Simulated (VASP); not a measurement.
Level of theory: LDA (Ceperley-Alder, Perdew-Zunger), VASP's LDA PAW potentials (set 64) (plane waves; VASP).

VASP input:

### POSCAR
```
ZnO
1
    1.5980435448    -2.7678930284     0.0000000000
    1.5980435448     2.7678930284    -0.0000000000
   -0.0000000000     0.0000000000     5.1654909297
Zn O
2 2
Direct
  0.6666670000   0.3333330000   0.5018010635
  0.3333330000   0.6666670000   0.0018010635
  0.6666670000   0.3333330000   0.8801989365
  0.3333330000   0.6666670000   0.3801989365
```

**INCAR**
```
# general
SYSTEM  = ZnO
PREC    = Accurate
ENCUT   = 520
LREAL   = .False.   # projection in real space or not
LASPH   = .True.
NBANDS  = 66

# electronic loop
EDIFF   = 1E-7
NELM    = 100   # most electronic steps
ALGO    = Normal   # blocked Davidson
LMAXMIX = 4   # l cut-off of mixed one-centre charges

# smearing
ISMEAR  = 0   # Gaussian
SIGMA   = 0.01   # width (eV)

# output
LWAVE   = .False.
LCHARG  = .False.
NEDOS   = 1001   # DOS grid

# other
LOPTICS = .True.
CSHIFT  = 0.1
```

**KPOINTS**
```
Automatic mesh
0
Gamma
18 18 10
0 0 0
```

POTCAR, in this order: Zn O (LDA.64 set). Program: vasp_std.

Problem. What will the output report for the number of irreducible k-points (NKPTS), largest plane-wave count, number of space-group operations, FFT grid (NGX, NGY, NGZ)?

Solution. 
```yaml
number of irreducible k-points (NKPTS): 222
largest_plane_wave_count: 1272
number_of_space_group_operations: 12
FFT grid (NGX, NGY, NGZ): 24 × 24 × 40
```

The compound is ZnO in the wurtzite structure. It was relaxed first.
